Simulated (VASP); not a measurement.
# Na: Na into a neighbouring Na vacancy

Aim: the barrier for one hop in Na: Na into a neighbouring Na vacancy.

Program: VASP 6.6.1. Level of theory: PBEsol; plane waves and PAW (Na). Results are calculated unless marked as measured.

## 1. The host crystal

It takes space group Im-3m (No. 229, cubic). Conventional cell: a = 4.230 Å, b = 4.230 Å, c = 4.230 Å, α = 90.00°, β = 90.00°, γ = 90.00°. Nearest to Na lie 8 Na at 3.66 Å.

Coordinates:

```xyz
1
Lattice="-2.1150 2.1150 2.1150 2.1150 -2.1150 2.1150 2.1150 2.1150 -2.1150" Properties=species:S:1:pos:R:3 pbc="T T T"
Na    0.0000    0.0000    0.0000
```

## 2. Relax the host

The later steps need the crystal at this functional's own lattice; a raised cutoff keeps the stress reliable while the cell changes.

File INCAR:

```
SYSTEM = Na
PREC = Accurate
ENCUT = 350
EDIFF = 1E-06
NELM = 120
ISMEAR = 1
SIGMA = 0.15
LREAL = .FALSE.
ALGO = Normal
GGA = PS
NBANDS = 6
LORBIT = 11
LWAVE = .FALSE.
LCHARG = .FALSE.
KPAR = 6
IBRION = 2
NSW = 40
ISIF = 3
EDIFFG = -0.02
POTIM = 0.4
```

File POSCAR:

```
Na
1.0
   -2.1150000000      2.1150000000      2.1150000000
    2.1150000000     -2.1150000000      2.1150000000
    2.1150000000      2.1150000000     -2.1150000000
Na
1
Direct
    0.0000000000      0.0000000000      0.0000000000
```

File KPOINTS:

```
Automatic mesh
0
Gamma
11 11 11
0 0 0
```

Potentials, in the order of the species: Na (PBE family, release 64).

Launch:

```sh
$ mpirun -np 6 vasp_std
```

The program printed:

```text
[banner, memory and clock lines left out]
running    6 mpi-ranks, on    1 nodes
 distrk:  each k-point on    1 cores,    6 groups
 distr:  one band on    1 cores,    1 groups

 POSCAR found type information on POSCAR Na
 POSCAR found :  1 types and       1 ions
|                                                                             |
|           W    W    AA    RRRRR   N    N  II  N    N   GGGG   !!!           |
|           W    W   A  A   R    R  NN   N  II  NN   N  G    G  !!!           |
|           W    W  A    A  R    R  N N  N  II  N N  N  G       !!!           |
|           W WW W  AAAAAA  RRRRR   N  N N  II  N  N N  G  GGG   !            |
|           WW  WW  A    A  R   R   N   NN  II  N   NN  G    G                |
|           W    W  A    A  R    R  N    N  II  N    N   GGGG   !!!           |
|                                                                             |
|     For optimal performance we recommend to set                             |
|       NCORE = 2 up to number-of-cores-per-socket                            |
|     NCORE specifies how many cores store one orbital (NPAR=cpu/NCORE).      |
|     This setting can greatly improve the performance of VASP for DFT.       |
|     The default, NCORE=1 might be grossly inefficient on modern             |
|     multi-core architectures or massively parallel machines. Do your        |
|     Unfortunately you need to use the default for GW and RPA                |
|     calculations (for HF NCORE is supported but not extensively tested      |
|     yet).                                                                   |
|                                                                             |

|                                                                             |
|               ----> ADVICE to this user running VASP <----                  |
|                                                                             |
|     You enforced a specific xc type in the INCAR file but a different       |
|     [... a line on the potential file left out ...]
|     I HOPE YOU KNOW WHAT YOU ARE DOING!                                     |
|                                                                             |

 LDA part: xc-table for (Slater+PW92), standard interpolation
 POSCAR, INCAR and KPOINTS ok, starting setup
 FFT: planning ... GRIDC
 FFT: planning ... GRID_SOFT
 FFT: planning ... GRID
 WAVECAR not read
 entering main loop
       N       E                     dE             d eps       ncg     rms          rms(c)
DAV:   1    -0.118302084794E+01   -0.11830E+01   -0.10187E+02   672   0.335E+01
DAV:   2    -0.139692121214E+01   -0.21390E+00   -0.19981E+00   906   0.471E+00
DAV:   3    -0.139783502884E+01   -0.91382E-03   -0.91403E-03   828   0.342E-01
DAV:   4    -0.139783673770E+01   -0.17089E-05   -0.17089E-05   966   0.133E-02
DAV:   5    -0.139783674168E+01   -0.39802E-08   -0.39985E-08   858   0.449E-04    0.217E-01
DAV:   6    -0.139753888712E+01    0.29785E-03   -0.27026E-05   756   0.328E-02    0.145E-01
DAV:   7    -0.139708328993E+01    0.45560E-03   -0.84554E-05   690   0.602E-02    0.846E-03
DAV:   8    -0.139708161906E+01    0.16709E-05   -0.21023E-06  1050   0.540E-03    0.198E-03
DAV:   9    -0.139708159825E+01    0.20816E-07   -0.12208E-07   702   0.125E-03
   1 F= -.13970816E+01 E0= -.13972964E+01  d E =-.139708E+01
 curvature:   0.00 expect dE= 0.000E+00 dE for cont linesearch  0.000E+00
 trial: gam= 0.00000 g(F)=  0.264E-64 g(S)=  0.711E-03 ort = 0.000E+00 (trialstep = 0.100E+01)
 search vector abs. value=  0.711E-03
 bond charge predicted
       N       E                     dE             d eps       ncg     rms          rms(c)
DAV:   1    -0.139772396200E+01   -0.64234E-03   -0.35462E-04   744   0.595E-02    0.359E-03
DAV:   2    -0.139772461295E+01   -0.65094E-06   -0.61321E-06   852   0.892E-03
   2 F= -.13977246E+01 E0= -.13979351E+01  d E =-.643015E-03
 ZBRENT: can't locate minimum, use default step
 trial-energy change:   -0.000643  1 .order   -0.000643   -0.000711   -0.000574
 step:   4.0000(harm=  5.1852)  dis= 0.00000  next Energy=    -1.398926 (dE=-0.184E-02)
 bond charge predicted
       N       E                     dE             d eps       ncg     rms          rms(c)
DAV:   1    -0.139879911342E+01   -0.10752E-02   -0.32816E-03   744   0.183E-01    0.110E-02
DAV:   2    -0.139880422851E+01   -0.51151E-05   -0.56091E-05   846   0.271E-02    0.668E-03
DAV:   3    -0.139880446417E+01   -0.23566E-06   -0.66527E-07   822   0.351E-03
   3 F= -.13988045E+01 E0= -.13990015E+01  d E =-.172287E-02
 curvature:  -2.38 expect dE=-0.663E-04 dE for cont linesearch -0.663E-04
 trial: gam=-0.15859 g(F)=  0.760E-66 g(S)=  0.278E-04 ort = 0.141E-03 (trialstep = 0.160E+01)
 search vector abs. value=  0.109E-05
 reached required accuracy - stopping structural energy minimisation
```

Run time: 3.4 s. Hardware: 6 MPI ranks of AMD EPYC 7R43, shared host; peak memory 0.6 GiB.

The logs omit lines about the potential files and the build; timing stands in the text.

From OUTCAR (step 2):

```text
ion  position               nearest neighbor table
   1  0.000  0.000  0.000-

  LATTYP: Found a body centered cubic cell.
 ALAT       =     4.2300000000

 Subroutine GETGRP returns: Found 48 space group operations
 (whereof 48 operations were pure point group operations)

The static configuration has the point symmetry O_h .

 Found     56 irreducible k-points:

   k-points           NKPTS =     56   k-points in BZ     NKDIM =     56   number of bands    NBANDS=      6

   dimension x,y,z NGX =    24 NGY =   24 NGZ =   24
   dimension x,y,z NGXF=    48 NGYF=   48 NGZF=   48

   ENCUT  =  350.0 eV  25.72 Ry    5.07 a.u.   5.59  5.59  5.59*2*pi/ulx,y,z

   NELECT =       1.0000    total number of electrons

 k-points in reciprocal lattice and weights: Automatic mesh
   0.00000000  0.00000000  0.00000000       0.001
   0.09090909  0.00000000  0.00000000       0.009
   0.18181818  0.00000000  0.00000000       0.009
   0.27272727  0.00000000  0.00000000       0.009
   0.36363636  0.00000000  0.00000000       0.009
   0.45454545  0.00000000  0.00000000       0.009
   0.09090909  0.09090909  0.00000000       0.018
   0.18181818  0.09090909  0.00000000       0.036
   0.27272727  0.09090909  0.00000000       0.036
[...]
-0.45454545 -0.45454545  0.36363636       0.006
  -0.45454545  0.45454545  0.45454545       0.005

 average (electrostatic) potential at core
       1 -43.5531

 E-fermi :   0.6285

 k-point     1 :       0.0000    0.0000    0.0000
  band No.  band energies     occupation
      1      -2.7051      2.00000
      2      12.4173      0.00000
      3      12.4173      0.00000
      4      12.4173      0.00000
      5      13.4378      0.00000
      6      13.4378      0.00000

 k-point     2 :       0.0909    0.0000    0.0000
  band No.  band energies     occupation
      1      -2.5592      2.00000
      2      10.6759      0.00000
      3      11.5971      0.00000
      4      11.8044      0.00000
      5      12.3855      0.00000
      6      12.7914      0.00000

 k-point     3 :       0.1818    0.0000    0.0000
  band No.  band energies     occupation
      1      -2.1231      2.00000
      2       8.3186      0.00000
      3      10.5484      0.00000
      4      11.0045      0.00000
      5      11.3920      0.00000
      6      12.3133      0.00000

  Total       -0.0154931     -0.0154931     -0.0154931      0.0000000     -0.0000000     -0.0000000
  in kB       -0.6803313     -0.6803313     -0.6803313      0.0000000     -0.0000000     -0.0000000
  external PRESSURE =      -0.6803313 kB  Pullay stress =       0.0000000 kB

  energy-cutoff  :      350.00
  volume of cell :       36.49
      direct lattice vectors                 reciprocal lattice vectors
    -2.089407624  2.089407624  2.089407624     0.000000000  0.239302276  0.239302276
     2.089407624 -2.089407624  2.089407624     0.239302276  0.000000000  0.239302276
     2.089407624  2.089407624 -2.089407624     0.239302276  0.239302276  0.000000000

 POSITION                                       TOTAL-FORCE (eV/Angst)
 -----------------------------------------------------------------------------------
      0.00000      0.00000     -0.00000         0.000000     -0.000000     -0.000000
 -----------------------------------------------------------------------------------
    total drift:                               -0.000000      0.000000     -0.000000

  FREE ENERGIE OF THE ION-ELECTRON SYSTEM (eV)
  ---------------------------------------------------
  free  energy   TOTEN  =        -1.3988044642 eV

  energy  without entropy=       -1.3993955356  energy(sigma->0) =       -1.39900149

 reached required accuracy - stopping structural energy minimisation

 total charge
# of ion       s       p       d       tot
------------------------------------------
    1        0.096   0.026   0.000   0.121

[... 3 further parts left out ...]
```

This run has no spin polarisation. Its electron count is odd, so without a moment it is a metal by construction. The k-mesh is coarse for a metal. The PAW data sets were made with PBE, which is usual practice but a small mismatch for other functionals. The data set Na keeps the semicore shell frozen, which is cheaper and a little less accurate. The run keeps the 48 symmetry operations of its start, so it cannot find a distortion of lower symmetry.

The steps of the relaxation:

| step | energy less that of the first step (eV) | largest force (eV/Å) | pressure (GPa) | volume (Å³) |
| --- | --- | --- | --- | --- |
| 1 | 0.0000 | 0.0000 | -0.33 | 37.84 |
| 2 | -0.0006 | 0.0000 | -0.27 | 37.50 |
| 3 | -0.0017 | 0.0000 | -0.07 | 36.49 |

| conventional cell, symmetrised | before | after | change |
| --- | --- | --- | --- |
| a (Å) | 4.230 | 4.179 | -1.2 % |
| b (Å) | 4.230 | 4.179 | -1.2 % |
| c (Å) | 4.230 | 4.179 | -1.2 % |
| volume (Å³/atom) | 37.84 | 36.49 | -3.6 % |

Final coordinates:

```xyz
1
Lattice="-2.0894 2.0894 2.0894 2.0894 -2.0894 2.0894 2.0894 2.0894 -2.0894" Properties=species:S:1:pos:R:3 pbc="T T T"
Na    0.0000    0.0000    0.0000
```

This step gave:

- electronic cycles: 14
- electrons: 1
- free energy (TOTEN): -1.399 eV
- energy at zero smearing: -1.399 eV
- Fermi energy: 0.6285 eV
- metallic: yes

The run ended after 3 ionic steps, 0.002 eV below its first step, once forces and stress met EDIFFG = -0.02.

(Continued in part 2 of 5.)

[Lines on the potential files, build, host, timing and source positions are cut from VASP's logs without a mark.]

[Logs are printed without paths, hosts, clocks, repeated set-up lines and the standing remarks that a program may print on its own settings, such as how far it seeks lower states.]

[Hosts, paths, dates, database ids (printed as entryN), source tags and the programs' standing remarks are cut or masked in the printed files.]

[Runs that stopped without an error message from VASP are left out.]
